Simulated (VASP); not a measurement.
# YNb (Pm-3m) in VASP: settings compared

One crystal, YNb, is run at these levels: revPBE+D4, revPBE+dDsC, revPBE; tasks: relaxation of cell and atoms.

All numbers are computed with VASP 6.6.1; they aren't measurements. Logs are shortened: lines on timing, memory, paths and dates and some standing lists are left out, and cuts for length are marked.

## Step 1: The crystal as given

It takes space group Pm-3m (No. 221, cubic). Conventional cell: a = 3.611 Å, b = 3.611 Å, c = 3.611 Å, α = 90.00°, β = 90.00°, γ = 90.00°. Y (site symmetry m-3m) has 8 Nb at 3.13 Å as nearest neighbours. Nb (site symmetry m-3m) is surrounded by 8 Y at 3.13 Å.

The cell was built by a generator and needn't be a form met in nature.

## Step 2: Relaxation of cell and atoms, revPBE+D4

INCAR reads:

```
  PREC = Accurate
  ENCUT = 600
  EDIFF = 1E-6
  ISMEAR = -1
  SIGMA = 0.05
  LREAL = F
  LASPH = T
  NELM = 100
  ALGO = Fast
  ISIF = 3
  LWAVE = F
  LCHARG = F
  GGA = RE
  IVDW = 13
  IBRION = 2
  NSW = 60
  EDIFFG = -0.005
```

KPOINTS reads:

```
Automatic mesh
0
Gamma
  7 7 7
```

POSCAR reads:

```
YNb
1.0
    3.6114100000      0.0000000000      0.0000000000
    0.0000000000      3.6114100000      0.0000000000
    0.0000000000      0.0000000000      3.6114100000
Y Nb
1 1
Direct
    0.0000000000      0.0000000000      0.0000000000
    0.5000000000      0.5000000000      0.5000000000
```

Potentials or basis: VASP PAW PBE potentials, release 64 (Y_sv, Nb_sv).

Run with:

```
$ cat potpaw_PBE.64/Y_sv/POTCAR potpaw_PBE.64/Nb_sv/POTCAR > POTCAR
$ mpirun -np 1 vasp_std > vasp.out
```

OUTCAR:

```text
PREC = Accurate
   ENCUT = 600
   EDIFF = 1E-6
   ISMEAR = -1
   LREAL = F
   LASPH = T
   NELM = 100
   ISIF = 3
   GGA = RE
   IVDW = 13
   IBRION = 2
   NSW = 60
   EDIFFG = -0.005

 ion  position               nearest neighbor table
   1  0.000  0.000  0.000-   2 3.13   2 3.13   2 3.13   2 3.13   2 3.13   2 3.13   2 3.13   2 3.13

   2  0.500  0.500  0.500-   1 3.13   1 3.13   1 3.13   1 3.13   1 3.13   1 3.13   1 3.13   1 3.13

  LATTYP: Found a simple cubic cell.
 ALAT       =     3.6114100000

  Lattice vectors:

 A1 = (   3.6114100000,   0.0000000000,   0.0000000000)
 A2 = (   0.0000000000,   3.6114100000,   0.0000000000)
 A3 = (   0.0000000000,   0.0000000000,   3.6114100000)

Analysis of symmetry for initial positions (statically):
=====================================================================
 Subroutine PRICEL returns:
 Original cell was already a primitive cell.

 Routine SETGRP: Setting up the symmetry group for a
 simple cubic supercell.

 Subroutine GETGRP returns: Found 48 space group operations
 (whereof 48 operations were pure point group operations)
 out of a pool of 48 trial point group operations.

The static configuration has the point symmetry O_h .

Analysis of symmetry for dynamics (positions and initial velocities):
=====================================================================
 Subroutine PRICEL returns:
 Original cell was already a primitive cell.

 Routine SETGRP: Setting up the symmetry group for a
 simple cubic supercell.

 Subroutine GETGRP returns: Found 48 space group operations
 (whereof 48 operations were pure point group operations)
 out of a pool of 48 trial point group operations.

The dynamic configuration has the point symmetry O_h .

 Subroutine INISYM returns: Found 48 space group operations
 (whereof 48 operations are pure point group operations),
 and found     1 'primitive' translations

----------------------------------------------------------------------------------------

                                     Primitive cell

  volume of cell :      47.1010

  direct lattice vectors                    reciprocal lattice vectors
     3.611410000  0.000000000  0.000000000     0.276900158  0.000000000  0.000000000
     0.000000000  3.611410000  0.000000000     0.000000000  0.276900158  0.000000000
     0.000000000  0.000000000  3.611410000     0.000000000  0.000000000  0.276900158

  length of vectors
     3.611410000  3.611410000  3.611410000     0.276900158  0.276900158  0.276900158

  position of ions in fractional coordinates (direct lattice)
     0.000000000  0.000000000  0.000000000
     0.500000000  0.500000000  0.500000000

  ion indices of the primitive-cell ions
   primitive index   ion index
                 1           1
                 2           2

[... 49 lines left out ...]
   number of dos      NEDOS =    301   number of ions     NIONS =      2
   total plane-waves  NPLWV =  27000
   dimension x,y,z NGX =    30 NGY =   30 NGZ =   30
   dimension x,y,z NGXF=    60 NGYF=   60 NGZF=   60
   ions per type =               1   1
   NGX,Y,Z   is equivalent  to a cutoff of  13.81, 13.81, 13.81 a.u.
   NGXF,Y,Z  is equivalent  to a cutoff of  27.62, 27.62, 27.62 a.u.
 SYSTEM =  unknown system
   PREC   = accura    normal or accurate (medium, high low for compatibility)
   ISTART =      0    job   : 0-new  1-cont  2-samecut
   ICHARG =      2    charge: 1-file 2-atom 10-const
   ISPIN  =      1    spin polarized calculation?
   LNONCOLLINEAR =      F non collinear calculations
   LSORBIT =      F    spin-orbit coupling
   LASPH  =      T    aspherical Exc in radial PAW
   ENCUT  =  600.0 eV  44.10 Ry    6.64 a.u.   7.21  7.21  7.21*2*pi/ulx,y,z
   NELM   =    100;   NELMIN=  2; NELMDL= -5     # of ELM steps
   EDIFF  = 0.1E-05   stopping-criterion for ELM
   LREAL  =      F    real-space projection
   EDIFFG = -.5E-02   stopping-criterion for IOM
   NSW    =     60    number of steps for IOM
   IBRION =      2    ionic relax: 0-MD 1-quasi-New 2-CG
   NFREE  =      1    steps in history (QN), initial steepest desc. (CG)
   ISIF   =      3    stress and relaxation
   ISYM   =      2    0-nonsym 1-usesym 2-fastsym
   POTIM  = 0.5000    time-step for ionic-motion
   TEBEG  =    0.0;   TEEND  =   0.0 temperature during run
   PSTRESS=    0.0 pullay stress
   NELECT =      24.0000    total number of electrons
   NUPDOWN=      -1.0000    fix difference up-down
   EMIN   =  10.00;   EMAX   =-10.00  energy-range for DOS
   EFERMI =   0.00;   METHOD = LEGACY
   ISMEAR =    -1;   SIGMA  =   0.05  broadening in eV -4-tet -1-fermi 0-gaus
   EFERMI_NEDOS =   21; number of points for ismear=-14 and -15
   IALGO  =     68    algorithm
   IMIX   =      4    mixing-type and parameters
     AMIX     =   0.40;   BMIX     =  1.00
     AMIX_MAG =   1.60;   BMIX_MAG =  1.00
  volume/ion in A,a.u.               =      23.55       158.93
  Fermi-wavevector in a.u.,A,eV,Ry     =   1.307581  2.470969 23.262791  1.709767
  Thomas-Fermi vector in A             =   2.438306
   LORBIT       =      0    0 simple, 1 ext, 2 COOP (PROOUT), +10 PAW based schemes
   GGA     = RE    functional components
   LHFCALC =     F    Hartree Fock is set to
   AEXX    =    0.0000 exact exchange contribution
   IVDW    =    13    specifies the selected vdW correction
   LEPSILON=     F    determine dielectric tensor
   LRPA    =     F    only Hartree local field effects (RPA)
 conjugate gradient relaxation of ions
 non-spin polarized calculation
 RMM-DIIS sequential band-by-band and
  energy-cutoff  :      600.00
  volume of cell :       47.10
 maximum number of plane-waves:      1588
 NGX is ok and might be reduce to    30
   NGX = 15   NGY = 15   NGZ = 15

--------------------------------------- Ionic step        1  -------------------------------------------

 number of electron      24.0000000 magnetization

 Free energy of the ion-electron system (eV)
  ---------------------------------------------------
  ext. energy  EPLUGINS =         0.00000000
  ---------------------------------------------------
  free energy    TOTEN  =       -14.80527312 eV

  energy without entropy =      -14.77144091  energy(sigma->0) =      -14.78835701

------------------------ aborting loop because EDIFF is reached ----------------------------------------

  DFT-D4 for vdW energy calculation

  Edisp (eV):   -0.78813
[... 71 lines left out ...]
--------------------------------------- Ionic step        3  -------------------------------------------

 number of electron      24.0000000 magnetization

 Free energy of the ion-electron system (eV)
  ---------------------------------------------------
  ext. energy  EPLUGINS =         0.00000000
  ---------------------------------------------------
  free energy    TOTEN  =       -14.79453346 eV

  energy without entropy =      -14.76111795  energy(sigma->0) =      -14.77782571

 E-fermi :   6.5414     XC(G=0): -10.9812

 val. band max:        6.4971736198   @ k =   0.4286   0.2857   0.0000
 cond. band min:       6.5496477949   @ k =   0.4286   0.2857   0.0000
 fundamental gap:      0.0524741751
 Fermi energy:         6.5413517391

 k-point     1 :       0.0000    0.0000    0.0000
  band No.  band energies     occupation
      1     -48.0589      2.00000
      2     -34.9690      2.00000
      3     -24.0925      2.00000
      4     -24.0925      2.00000
      5     -24.0925      2.00000
      6     -14.8949      2.00000
[... 402 lines left out ...]
  FREE ENERGIE OF THE ION-ELECTRON SYSTEM (eV)
  ---------------------------------------------------
  free  energy   TOTEN  =       -15.5963290906 eV

  energy  without entropy=      -15.5629135905  energy(sigma->0) =      -15.57962134

 reached required accuracy - stopping structural energy minimisation
```

OSZICAR:

```text
N       E                     dE             d eps       ncg     rms          rms(c)
DAV:   1     0.203909113270E+03    0.20391E+03   -0.14766E+04   640   0.169E+03
DAV:   2    -0.206694482800E+01   -0.20598E+03   -0.20419E+03   808   0.498E+02
DAV:   3    -0.149241126345E+02   -0.12857E+02   -0.12736E+02  1224   0.814E+01
DAV:   4    -0.153244319317E+02   -0.40032E+00   -0.39870E+00   744   0.145E+01
[... 55 lines left out ...]
RMM:  10    -0.147945316267E+02   -0.11165E-04   -0.91374E-05   684   0.383E-02    0.398E-02
RMM:  11    -0.147945312153E+02    0.41143E-06   -0.36732E-05   614   0.340E-02    0.223E-02
RMM:  12    -0.147945315677E+02   -0.35240E-06   -0.29013E-05   569   0.292E-02    0.108E-02
RMM:  13    -0.147945325461E+02   -0.97840E-06   -0.12689E-05   502   0.200E-02    0.111E-02
RMM:  14    -0.147945334551E+02   -0.90901E-06   -0.96777E-06   469   0.128E-02
   3 F= -.15596329E+02 E0= -.15579621E+02  d E =-.292980E-02
```

CONTCAR:

```text
YNb
   1.00000000000000
     3.5910226734780970    0.0000000000000000    0.0000000000000000
     0.0000000000000000    3.5910226734780970    0.0000000000000000
     0.0000000000000000   -0.0000000000000000    3.5910226734780970
  Y               Nb
     1     1
Direct
     0.0000000000000000    0.0000000000000000    0.0000000000000000
     0.5000000000000000    0.5000000000000000    0.5000000000000000

  0.00000000E+00  0.00000000E+00  0.00000000E+00
  0.00000000E+00  0.00000000E+00  0.00000000E+00
```

Wall time 73 s (1 thread of Intel Xeon Platinum 8375C at 2.90GHz (Ice Lake), shared host); peak memory 0.19 GiB.

What came out:

- Free energy: -15.5963 eV
- Relaxed volume: 23.15 Å³/atom
- Relaxed cell: a = 3.591 Å, b = 3.591 Å, c = 3.591 Å, α = 90.00°, β = 90.00°, γ = 90.00°
- Space group after relaxing (to 0.05 Å): Pm-3m (No. 221)
- Energy gained by relaxing: 1.5 meV/atom
- Ionic steps: 3
- Pressure after relaxing: 0.0 GPa
- Band gap on the k mesh: none (metal or under the smearing width)
- Dispersion energy per atom: -0.401 eV

The path:
```csv
step,energy change (eV),largest force (eV/Å),pressure (GPa),volume (Å³)
1,0.0000,0.0000,-1.04,47.10
2,-0.0025,0.0000,0.48,46.06
3,-0.0029,0.0000,0.02,46.31
```

Final structure:
```cif
data_structure
_symmetry_space_group_name_H-M 'P 1'
_symmetry_Int_Tables_number 1
_cell_length_a 3.5910
_cell_length_b 3.5910
_cell_length_c 3.5910
_cell_angle_alpha 90.000
_cell_angle_beta 90.000
_cell_angle_gamma 90.000
_cell_volume 46.31
loop_
_atom_site_label
_atom_site_type_symbol
_atom_site_fract_x
_atom_site_fract_y
_atom_site_fract_z
_atom_site_occupancy
Y1 Y 0.00000 0.00000 0.00000 1
Nb1 Nb 0.50000 0.50000 0.50000 1
```

Caveat: the PAW data sets were made with another functional, which shifts forces and pressure a little; pairwise dispersion overbinds metals, which lowers pressure and volume.

## Step 3: Relaxation of cell and atoms, revPBE+dDsC

Edit INCAR of step 2 so:

```diff
@@ -13,3 +13,3 @@
   GGA = RE
-  IVDW = 13
+  IVDW = 4
   IBRION = 2
```

KPOINTS is that of step 2.

POSCAR is that of step 2.

Potentials or basis: VASP PAW PBE potentials, release 64 (Y_sv, Nb_sv).

Run with:

```
$ cat potpaw_PBE.64/Y_sv/POTCAR potpaw_PBE.64/Nb_sv/POTCAR > POTCAR
$ mpirun -np 1 vasp_std > vasp.out
```

Run time: 1.8 min. Hardware: 1 thread of Intel Xeon Platinum 8375C at 2.90GHz (Ice Lake), shared host; peak memory 0.2 GiB.

Results (log left out):

| Property | Result |
| --- | --- |
| Free energy | -15.8103 eV |
| Relaxed volume | 22.80 Å³/atom |
| Relaxed cell | a = 3.573 Å, b = 3.573 Å, c = 3.573 Å, α = 90.00°, β = 90.00°, γ = 90.00° |
| Space group after relaxing (to 0.05 Å) | Pm-3m (No. 221) |
| Energy gained by relaxing | -1.3 meV/atom |
| Ionic steps | 4 |
| Pressure after relaxing | 0.0 GPa |
| Band gap on the k mesh | none (metal or under the smearing width) |
| Hirshfeld charges | Y +0.06; Nb -0.06 e |
| Dispersion energy per atom | -0.515 eV |

The path:
```tsv
step	energy change (eV)	largest force (eV/Å)	pressure (GPa)	volume (Å³)
1	0.0000	0.0000	-2.28	47.10
2	0.0128	0.0000	1.30	44.85
3	0.0024	0.0000	-0.05	45.64
4	0.0026	0.0000	-0.01	45.61
```

Final structure:
```yaml
crystal:
  lattice:
    - [3.57283, 0.00000, 0.00000]
    - [0.00000, 3.57283, 0.00000]
    - [0.00000, 0.00000, 3.57283]
  atoms:
    - { symbol: Y, position: [0.00000, 0.00000, 0.00000] }
    - { symbol: Nb, position: [0.50000, 0.50000, 0.50000] }
```

Levels at points of the mesh, in eV from the Fermi level:
```
           k point  band 8  band 9  band 10  band 11  band 12  band 13  band 14  band 15  band 16
(0.00, 0.00, 0.00)  -21.39   -5.22    -2.55    -2.55     0.91     0.91     0.91     3.93     3.93
```

Caveat: the PAW data sets were made with another functional, which shifts forces and pressure a little; pairwise dispersion overbinds metals, which lowers pressure and volume.

## Step 4: Relaxation of cell and atoms, revPBE

INCAR reads:

```
PREC     = Accurate       # precision mode
ENCUT    = 600            # plane-wave cutoff, eV
EDIFF    = 1E-6           # SCF threshold, eV
ISMEAR   = -1             # smearing method
SIGMA    = 0.05           # smearing width, eV
LREAL    = F              # projectors in reciprocal space
LASPH    = T              # aspherical terms in the spheres
NELM     = 100            # most SCF steps
ALGO     = Damped         # electronic algorithm
ISIF     = 3              # what is computed and relaxed
LWAVE    = F              # write WAVECAR
LCHARG   = F              # write CHGCAR
GGA      = RE             # functional
IBRION   = 2              # ionic algorithm
NSW      = 60             # ionic steps
EDIFFG   = -0.005         # ionic threshold
TIME     = 0.5
```

KPOINTS reads:

```
regular mesh
0
Gamma
  9 9 9
```

POSCAR is that of step 3.

Run with:

```
$ cat potpaw_PBE.64/Y_sv/POTCAR potpaw_PBE.64/Nb_sv/POTCAR > POTCAR
$ mpirun -np 1 vasp_std > vasp.out
```

It took 3.7 min on 1 thread of Intel Xeon Platinum 8375C at 2.90GHz (Ice Lake), shared host; peak memory 0.23 GiB.

It converged, with:

```
Free energy                            : -14.8056 eV
Relaxed volume                         : 23.99 Å³/atom
Relaxed cell                           : a = 3.634 Å, b = 3.634 Å, c = 3.634 Å, α = 90.00°, β = 90.00°, γ = 90.00°
Space group after relaxing (to 0.05 Å) : Pm-3m (No. 221)
Energy gained by relaxing              : 3.5 meV/atom
Ionic steps                            : 5
Pressure after relaxing                : 0.0 GPa
Band gap on the k mesh                 : none (metal or under the smearing width)
```

Step by step:
| step | energy change (eV) | largest force (eV/Å) | pressure (GPa) | volume (Å³) |
| --- | --- | --- | --- | --- |
| 1 | 0.0000 | 0.0000 | 1.17 | 47.10 |
| 2 | -0.0065 | 0.0000 | -0.46 | 48.29 |
| 3 | -0.0068 | 0.0000 | -0.26 | 48.16 |
| 4 | -0.0070 | 0.0000 | 0.03 | 47.96 |
| 5 | -0.0070 | 0.0000 | -0.02 | 47.99 |

Final structure:
```cif
data_structure
_symmetry_space_group_name_H-M 'P 1'
_symmetry_Int_Tables_number 1
_cell_length_a 3.6339
_cell_length_b 3.6339
_cell_length_c 3.6339
_cell_angle_alpha 90.000
_cell_angle_beta 90.000
_cell_angle_gamma 90.000
_cell_volume 47.99
loop_
_atom_site_label
_atom_site_type_symbol
_atom_site_fract_x
_atom_site_fract_y
_atom_site_fract_z
_atom_site_occupancy
Y1 Y 0.00000 0.00000 0.00000 1
Nb1 Nb 0.50000 0.50000 0.50000 1
```

Levels at points of the mesh, in eV from the Fermi level:
```csv
k point,band 10,band 11,band 12,band 13,band 14,band 15
"(0.00, 0.00, 0.00)",-2.36,-2.36,0.88,0.88,0.88,3.77
```

Caveat: the PAW data sets were made with another functional, which shifts forces and pressure a little.

## Step 5: The reference run

An earlier run on the cell as given: functional PBE; potentials or basis VASP PAW PBE potentials, release 64 (Y_sv, Nb_sv); cutoff 520 eV; k mesh 7 × 7 × 7; occupations fermi-dirac, width 0.05 eV; no spin polarisation.

* Pressure: -0.1 GPa
* Band gap on the k mesh: none (metal or under the smearing width)

## Step 6: Overview

| task | level | cell | k mesh | cutoff (eV) | other keys | gap on the mesh (eV) | pressure (GPa) | relaxed volume (Å³/atom) |
| --- | --- | --- | --- | --- | --- | --- | --- | --- |
| relaxation of cell and atoms | revPBE+D4 | relaxed | 7 × 7 × 7 | 600 | - | none | 0.0 | 23.15 |
| relaxation of cell and atoms | revPBE+dDsC | relaxed | 7 × 7 × 7 | 600 | - | none | 0.0 | 22.80 |
| relaxation of cell and atoms | revPBE | relaxed | 9 × 9 × 9 | 600 | ALGO = Damped; TIME = 0.5; k = 9 × 9 × 9 | none | 0.0 | 23.99 |
| single point | PBE | as given | 7 × 7 × 7 | 520 | - | none | -0.1 | - |

Alike in all rows: potentials or basis VASP PAW PBE potentials, release 64 (Y_sv, Nb_sv); no spin polarisation; smearing fermi-dirac 0.05 eV.

Caveats: the PAW data sets were made with another functional, which shifts forces and pressure a little (some runs); pairwise dispersion overbinds metals, which lowers pressure and volume (some runs).

Absolute energies hang on the potentials; compare differences alone.
